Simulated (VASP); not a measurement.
Data:

```
CELL_PARAMETERS angstrom
      2.78816    -4.41954     0.00000
      2.78816     4.41954     0.00000
      0.00000     0.00000     6.90679
ATOMIC_POSITIONS crystal
  Na 0.18947 0.81053 0.25000
  Na 0.81053 0.18947 0.75000
  Na 0.50000 0.50000 0.00000
  Na 0.50000 0.50000 0.50000
  S  0.84987 0.15013 0.25000
  S  0.15013 0.84987 0.75000
  O  0.24595 0.75405 0.57645
  O  0.75405 0.24595 0.42355
  O  0.75405 0.24595 0.07645
  O  0.24595 0.75405 0.92355
  O  0.16475 0.26802 0.25000
  O  0.83525 0.73198 0.75000
  O  0.26802 0.16475 0.75000
  O  0.73198 0.83525 0.25000
```

Computed with r2SCAN meta-GGA, VASP's PBE PAW potentials (set 64) (plane waves; VASP). Numerical set-up: LREAL = Auto, 520 eV cut-off, 5×5×4 Γ-centred mesh, tetrahedra with Blöchl corrections, potentials Na_pv S O.

Problem. Give the energies of bands 33 to 46 at the high-symmetry points, in eV from the valence-band maximum.

Solution. 
| band | Γ | Y | C0 | Z | A0 | T | S | R |
|---|---|---|---|---|---|---|---|---|
| 33 | -2.55 | -2.72 | -2.68 | -2.61 | -2.84 | -2.92 | -2.89 | -2.80 |
| 34 | -2.55 | -2.65 | -2.64 | -2.61 | -2.84 | -2.92 | -2.65 | -2.80 |
| 35 | -2.33 | -2.53 | -2.55 | -2.23 | -2.36 | -2.22 | -2.54 | -2.33 |
| 36 | -2.06 | -2.44 | -2.50 | -2.23 | -2.36 | -2.22 | -2.33 | -2.33 |
| 37 | -2.00 | -2.34 | -2.19 | -2.09 | -2.12 | -2.16 | -2.13 | -2.18 |
| 38 | -1.87 | -2.01 | -2.17 | -2.09 | -2.12 | -2.16 | -2.13 | -2.18 |
| 39 | -0.60 | -0.57 | -0.73 | -0.59 | -0.64 | -0.52 | -0.70 | -0.63 |
| 40 | -0.54 | -0.49 | -0.55 | -0.59 | -0.64 | -0.52 | -0.66 | -0.63 |
| 41 | -0.45 | -0.46 | -0.53 | -0.51 | -0.40 | -0.37 | -0.55 | -0.53 |
| 42 | -0.30 | -0.34 | -0.37 | -0.51 | -0.40 | -0.37 | -0.35 | -0.53 |
| 43 | -0.25 | -0.31 | -0.33 | -0.18 | -0.31 | -0.21 | -0.30 | -0.32 |
| 44 | -0.22 | 0.00 | -0.14 | -0.18 | -0.31 | -0.21 | -0.28 | -0.32 |
| 45 | 6.05 | 8.54 | 8.71 | 7.30 | 9.15 | 8.75 | 7.76 | 8.68 |
| 46 | 8.81 | 8.57 | 8.87 | 7.30 | 9.15 | 8.75 | 8.83 | 8.68 |

The gap is indirect, 6.05 eV, from the valence maximum at Y to the conduction minimum at Γ.

The structure comes from a computed database's Na2SO4 entry (Cmcm); how it stands against other phases isn't given here. It was relaxed first.
